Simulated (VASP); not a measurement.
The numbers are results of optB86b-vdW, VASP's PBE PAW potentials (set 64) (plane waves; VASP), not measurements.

VASP ran on this input.

File POSCAR:
```
LiF
1
    0.0000000000     2.0150000000     2.0150000000
    2.0150000000     0.0000000000     2.0150000000
    2.0150000000     2.0150000000     0.0000000000
Li F
1 1
Direct
  0.0000000000   0.0000000000   0.0000000000
  0.5000000000   0.5000000000   0.5000000000
```

KPOINTS:
```
Automatic mesh
0
Gamma
10 10 10
0 0 0
```

### INCAR
```
AGGAC = 0.0
ALGO = Normal
EDIFF = 1E-6
EDIFFG = -0.01
ENCUT = 520
GGA = MK
IBRION = 2
ISIF = 3
ISMEAR = 0
LASPH = .TRUE.
LCHARG = .FALSE.
LREAL = .FALSE.
LUSE_VDW = .TRUE.
LWAVE = .FALSE.
NELM = 100
NSW = 60
PARAM1 = 0.1234
PARAM2 = 1.0
PREC = Accurate
SIGMA = 0.05
SYSTEM = LiF
```

POTCAR, in this order: Li_sv F (PBE.64 set). Program: vasp_std.

Output

File OSZICAR:
```
       N       E                     dE             d eps       ncg     rms          rms(c)
DAV:   1     0.338207255883E+02    0.33821E+02   -0.56238E+03   871   0.112E+03
DAV:   2    -0.650672037993E+01   -0.40327E+02   -0.39878E+02   914   0.208E+02
DAV:   3    -0.747292215691E+01   -0.96620E+00   -0.96433E+00  1096   0.307E+01
DAV:   4    -0.748524750848E+01   -0.12325E-01   -0.12321E-01  1070   0.353E+00
DAV:   5    -0.748533802758E+01   -0.90519E-04   -0.90519E-04  1168   0.205E-01    0.448E+00
DAV:   6    -0.697379371950E+01    0.51154E+00   -0.27451E+00   862   0.129E+01    0.141E+00
DAV:   7    -0.697749155534E+01   -0.36978E-02   -0.19378E-02  1099   0.158E+00    0.853E-01
DAV:   8    -0.698372624591E+01   -0.62347E-02   -0.16371E-02  1102   0.169E+00    0.102E-01
DAV:   9    -0.698382802711E+01   -0.10178E-03   -0.10574E-03   951   0.356E-01    0.428E-02
DAV:  10    -0.698389883198E+01   -0.70805E-04   -0.15787E-04   930   0.122E-01    0.930E-03
DAV:  11    -0.698390051714E+01   -0.16852E-05   -0.34877E-06  1144   0.246E-02    0.140E-03
DAV:  12    -0.698390089075E+01   -0.37362E-06   -0.68363E-07   914   0.943E-03
   1 F= -.69839009E+01 E0= -.69839009E+01  d E =-.698390E+01
       N       E                     dE             d eps       ncg     rms          rms(c)
DAV:   1    -0.698431551945E+01   -0.41500E-03   -0.75063E-03   849   0.897E-01    0.160E-01
DAV:   2    -0.698394332829E+01    0.37219E-03   -0.21155E-03   862   0.383E-01    0.298E-02
DAV:   3    -0.698393660065E+01    0.67276E-05   -0.11912E-05  1139   0.432E-02    0.170E-02
DAV:   4    -0.698393371476E+01    0.28859E-05   -0.43712E-06  1274   0.213E-02    0.107E-03
DAV:   5    -0.698393383338E+01   -0.11862E-06   -0.16660E-07   474   0.474E-03
   2 F= -.69839338E+01 E0= -.69839338E+01  d E =-.329426E-04
```

### OUTCAR
```
------------------------ aborting loop because EDIFF is reached ----------------------------------------
  FORCE on cell =-STRESS in cart. coord.  units (eV):
  Direction    XX          YY          ZZ          XY          YZ          ZX
  --------------------------------------------------------------------------------------
  Total       -0.0088510     -0.0088510     -0.0088510      0.0000000      0.0000000      0.0000000
  in kB       -0.8684397     -0.8684397     -0.8684397      0.0000000      0.0000000      0.0000000
  external PRESSURE =      -0.8684397 kB  Pullay stress =       0.0000000 kB
  volume of cell :       16.33
      direct lattice vectors                 reciprocal lattice vectors
     0.000000000  2.013620995  2.013620995    -0.248308893  0.248308893  0.248308893
     2.013620995  0.000000000  2.013620995     0.248308893 -0.248308893  0.248308893
     2.013620995  2.013620995  0.000000000     0.248308893  0.248308893 -0.248308893
  FREE ENERGIE OF THE ION-ELECTRON SYSTEM (eV)
  ---------------------------------------------------
  free  energy   TOTEN  =        -6.9839338334 eV

  energy  without entropy=       -6.9839338334  energy(sigma->0) =       -6.98393383

 reached required accuracy - stopping structural energy minimisation
```
(Selected blocks of OUTCAR.)

**CONTCAR**
```
LiF
   1.00000000000000
     0.0000000000000000    2.0136209952790778    2.0136209952790778
     2.0136209952790778    0.0000000000000000    2.0136209952790778
     2.0136209952790778    2.0136209952790778    0.0000000000000000
  Li              F
     1     1
Direct
     1.0000000000000000    1.0000000000000000    0.0000000000000000
     0.5000000000000000    0.5000000000000000    0.5000000000000000
```

The compound is LiF in the rock salt structure. This run relaxes it. Symmetry was kept, so distortions that lower it aren't found.
